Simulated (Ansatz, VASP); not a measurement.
# Cross-check of H23C11 (amorphous polyisobutylene at 580 K) between VASP and Ansatz, part 2 of 2

Aim: how closely do two programs agree when they are given the same cell, functional and k mesh? Of the first pair: The structure shown is the start of the Ansatz relaxation below; VASP solves that cell, so the two are compared at the walk's first step.

VASP 6.6.1 and Ansatz 0.2.0.

So far. Step 3 (VASP: single point, LDA, start cell, pair 1): The run ends at a pressure of -6.00 GPa, with forces up to 0.64 eV/Å.

## 5. Ansatz: relaxation, LDA

Level of this step: Ansatz beside VASP: Kohn-Sham DFT, plane waves, LDA (Ansatz).

This run makes the geometry at which the two programs are then compared.

The structure compared here is the end of the Ansatz relaxation.

File input.yaml:

```yaml
crystal:
  lattice:
    - [10.10933, -0.07475, 0.38579]
    - [-0.07475, 10.78511, -0.41622]
    - [0.38579, -0.41622, 10.41021]
  atoms:
    - { symbol: C, position: [0.78473, 0.54948, 0.50297] }
    - { symbol: C, position: [0.86449, 0.49689, 0.60563] }
    - { symbol: C, position: [0.80077, 0.38607, 0.67636] }
    - { symbol: C, position: [0.9007, 0.35323, 0.77309] }
    - { symbol: C, position: [0.78589, 0.27508, 0.57536] }
    - { symbol: C, position: [0.66245, 0.42938, 0.73983] }
    - { symbol: C, position: [0.58116, 0.36121, 0.84859] }
    - { symbol: C, position: [0.57728, 0.21862, 0.81961] }
    - { symbol: C, position: [0.64413, 0.39222, 0.97853] }
    - { symbol: C, position: [0.43966, 0.42018, 0.85392] }
    - { symbol: C, position: [0.30867, 0.3685, 0.92246] }
    - { symbol: C, position: [0.20596, 0.47174, 0.91226] }
    - { symbol: C, position: [0.26089, 0.24986, 0.8438] }
    - { symbol: C, position: [0.33054, 0.34648, 0.06574] }
    - { symbol: C, position: [0.21469, 0.32625, 0.17133] }
    - { symbol: C, position: [0.14431, 0.44953, 0.21917] }
    - { symbol: C, position: [0.10859, 0.233, 0.12147] }
    - { symbol: C, position: [0.27268, 0.26472, 0.28645] }
    - { symbol: C, position: [0.35768, 0.33535, 0.38898] }
    - { symbol: C, position: [0.41826, 0.23389, 0.46302] }
    - { symbol: C, position: [0.27144, 0.41828, 0.48946] }
    - { symbol: C, position: [0.47275, 0.41455, 0.33181] }
    - { symbol: H, position: [0.76393, 0.47688, 0.42351] }
    - { symbol: H, position: [0.84095, 0.62722, 0.4571] }
    - { symbol: H, position: [0.68682, 0.58835, 0.54482] }
    - { symbol: H, position: [0.88563, 0.57293, 0.68248] }
    - { symbol: H, position: [0.96487, 0.46593, 0.56035] }
    - { symbol: H, position: [0.00042, 0.33345, 0.72039] }
    - { symbol: H, position: [0.87055, 0.26882, 0.82508] }
    - { symbol: H, position: [0.91476, 0.43311, 0.8471] }
[... 100 atom lines left out ...]
    - { symbol: H, position: [0.42044, 0.67262, 0.43746] }
    - { symbol: H, position: [0.42758, 0.83534, 0.40133] }
    - { symbol: H, position: [0.56538, 0.76755, 0.47156] }
    - { symbol: H, position: [0.4068, 0.73854, 0.80512] }
    - { symbol: H, position: [0.56051, 0.72609, 0.70218] }
    - { symbol: H, position: [0.42413, 0.61788, 0.67381] }
kpoints:
  mp_grid: { grid: [1, 1, 1] }
hamiltonian:
  xc: lda
scf:
  occupations: { method: fixed }
output:
  forces: true
  eigenvalues: true
  stress: true
relax:
  f_tol: 0.05
  max_steps: 70
```

Launch:

```
> ansatz run input.yaml --threads 4 --pin off --max-ram 8192MiB --backend cpu --events-out ev --progress --plain --runs-dir out
```

Numbers of over 12 decimals in the logs are rounded to 6 here.

What it wrote:

```text
[...]
Crystal: 136 atoms, lattice volume = 1131.637 Å³
Basis set: ecut = 420 eV, 22097 PW (Γ)
Bands: 270, of which v1, the nominal top of the filled ones, is band 134 counted from 1 (133 counted from 0)
Symmetry: 1 space group operations
[...]
k-points: 1
[...]
SCF iter   1: F=—  HF=-12144.574331 eV  |F-HF|=—  |Δ(HF+E_count)|=         —  Δρ=8.78e-3  dr2=5.90e-1  ethr=1.77e-3  ⟨swp⟩=4.0  Hψ=908  notcnv=0  defer=133
[...]
- { symbol: C, position: [0.913965, 0.824327, 0.979902] }
    - { symbol: C, position: [0.021145, 0.793386, 0.066997] }
[...]
- { symbol: C, position: [0.388338, 0.806806, 0.612736] }
    - { symbol: C, position: [0.432385, 0.938595, 0.652521] }
    - { symbol: C, position: [0.447504, 0.770190, 0.477265] }
    - { symbol: C, position: [0.445067, 0.720709, 0.702846] }
[...]
- { symbol: H, position: [0.556766, 0.769441, 0.476570] }
    - { symbol: H, position: [0.403541, 0.740829, 0.803186] }
    - { symbol: H, position: [0.553867, 0.730772, 0.701520] }
    - { symbol: H, position: [0.421613, 0.622543, 0.674424] }
```

## 6. VASP: single point, LDA, relaxed cell, pair 2

The same cell, functional (in two slightly different forms) and mesh now go to VASP, with its own data sets.

File INCAR:

```
SYSTEM = H23C11
PREC = Accurate
ENCUT = 600
EDIFF = 1E-06
NELM = 120
ISMEAR = 0
SIGMA = 0.01
LREAL = Auto
ALGO = Normal
GGA = PW92
NBANDS = 229
LORBIT = 11
LWAVE = .FALSE.
LCHARG = .FALSE.
ISIF = 2
LASPH = .TRUE.
GGA_COMPAT = .FALSE.
EFERMI = MIDGAP
```

File POSCAR:

```
H23C11
1.0
   10.1093300000     -0.0747500000      0.3857900000
   -0.0747500000     10.7851100000     -0.4162200000
    0.3857900000     -0.4162200000     10.4102100000
C H
44 92
Direct
    0.7765400000      0.5490500000      0.5142200000
    0.8556900000      0.4961400000      0.6135600000
    0.7938700000      0.3859400000      0.6813700000
    0.8920700000      0.3528200000      0.7759100000
    0.7807800000      0.2774500000      0.5810700000
    0.6575100000      0.4272900000      0.7433700000
    0.5780600000      0.3598100000      0.8497900000
    0.5750800000      0.2200100000      0.8205200000
    0.6401500000      0.3897100000      0.9771500000
    0.4388500000      0.4171800000      0.8555100000
    0.3109100000      0.3661500000      0.9238600000
    0.2086600000      0.4659500000      0.9128400000
    0.2649300000      0.2487400000      0.8478600000
    0.3330300000      0.3458700000      0.0648300000
    0.2196100000      0.3270000000      0.1691400000
    0.1513300000      0.4484400000      0.2156300000
    0.1148500000      0.2359200000      0.1208100000
    0.2761000000      0.2666600000      0.2824500000
    0.3589800000      0.3353200000      0.3839300000
    0.4175100000      0.2350000000      0.4564400000
    0.2744800000      0.4170300000      0.4823600000
    0.4723200000      0.4127100000      0.3281900000
    0.7441600000      0.9955200000      0.3920000000
    0.8188600000      0.9468800000      0.2679300000
    0.7574700000      0.9777100000      0.1450300000
    0.7322400000      0.1166500000      0.1498900000
    0.6243900000      0.9118300000      0.1349500000
    0.8507300000      0.9502100000      0.0233100000
    0.9139700000      0.8243300000      0.9799000000
    0.0211500000      0.7933900000      0.0670000000
[... 100 atom lines left out ...]
    0.4149200000      0.6762400000      0.4423900000
    0.4220500000      0.8359700000      0.4073400000
    0.5567700000      0.7694400000      0.4765700000
    0.4035400000      0.7408300000      0.8031900000
    0.5538700000      0.7307700000      0.7015200000
    0.4216100000      0.6225400000      0.6744200000
```

File KPOINTS:

```
Automatic mesh
0
Gamma
1 1 1
0 0 0
```

The projector-augmented-wave data sets are C and H (LDA family, release 64).

Launch:

```
> export OMP_NUM_THREADS=3
> mpirun -np 1 vasp_gam
```

What it wrote:

```text
[banner, memory and clock lines left out]
running    1 mpi-ranks, on    1 nodes
[...]
Offloading initialized ...    1 GPUs detected
[...]
[... a notice as in an earlier step ...]

 LDA part: xc-table for (Slater(with rela. corr.)+PW92), standard interpolation
 POSCAR, INCAR and KPOINTS ok, starting setup
[...]
entering main loop
       N       E                     dE             d eps       ncg     rms          rms(c)
DAV:   1     0.158545092355E+04    0.15855E+04   -0.14391E+05   458   0.120E+03
DAV:   2    -0.655457683211E+03   -0.22409E+04   -0.20931E+04   575   0.258E+02
DAV:   3    -0.864417482764E+03   -0.20896E+03   -0.20713E+03   596   0.772E+01
DAV:   4    -0.869994859007E+03   -0.55774E+01   -0.55622E+01   588   0.145E+01
[...]
DAV:  17    -0.784003609979E+03   -0.25768E-05   -0.39534E-05   580   0.195E-02    0.702E-03
DAV:  18    -0.784003612993E+03   -0.30139E-05   -0.24771E-05   572   0.106E-02    0.469E-03
DAV:  19    -0.784003612586E+03    0.40698E-06   -0.21067E-06   476   0.366E-03
   1 F= -.78400361E+03 E0= -.78400361E+03  d E =0.000000E+00
```

Parts of OUTCAR (step 6):

```text
  FREE ENERGIE OF THE ION-ELECTRON SYSTEM (eV)
  ---------------------------------------------------
  free  energy   TOTEN  =      -784.0036125862 eV

  energy  without entropy=     -784.0036125862  energy(sigma->0) =     -784.00361259
```

The run ends at a pressure of -0.41 GPa, with forces up to 0.036 eV/Å.

## 7. Comparison

What differs besides the data sets and the points named for the pairs above, as far as they apply: the cutoff is 420 eV in Ansatz and 600 eV in VASP (PREC = Accurate, projectors in real space). Total energies have different zeros and are not compared.

Compared:

| quantity | Ansatz | VASP | difference |
| --- | --- | --- | --- |
| pressure (GPa) | -0.38 | -0.41 | +0.03 |
| gap on the k mesh (eV) | 5.046 | 5.048 | -0.002 |

At this near-relaxed geometry the largest component of a force difference is 27 meV/Å. A gap on the mesh is an upper bound, since the band edges may lie between its points.

## 8. Outcome

```json
{"r.m.s. force difference (single point, LDA, start cell, pair 1)": "5.3 % of the r.m.s. force", "r.m.s. force difference (single point, LDA, relaxed cell, pair 2)": "12 meV/Å"}
```

In words: The r.m.s. force difference is 5.3 % of the r.m.s. force (single point, LDA, start cell, pair 1), beyond the 3 % picked in this series as the mark of a large difference. What causes the difference of the single point, LDA, start cell, pair 1 pair stays open here. What causes the difference of the single point, LDA, relaxed cell, pair 2 pair stays open here. Such differences can come from data sets, numerical settings and the points named under the comparisons, not from the functional's error against experiment.

[Lines on the potential files, build, host, timing and source positions are cut from VASP's logs without a mark.]

[Logs are printed without paths, hosts, clocks, repeated set-up lines and the standing remarks that a program may print on its own settings, such as how far it seeks lower states.]

[Hosts, paths, dates, database ids (printed as entryN), source tags and the programs' standing remarks are cut or masked in the printed files.]
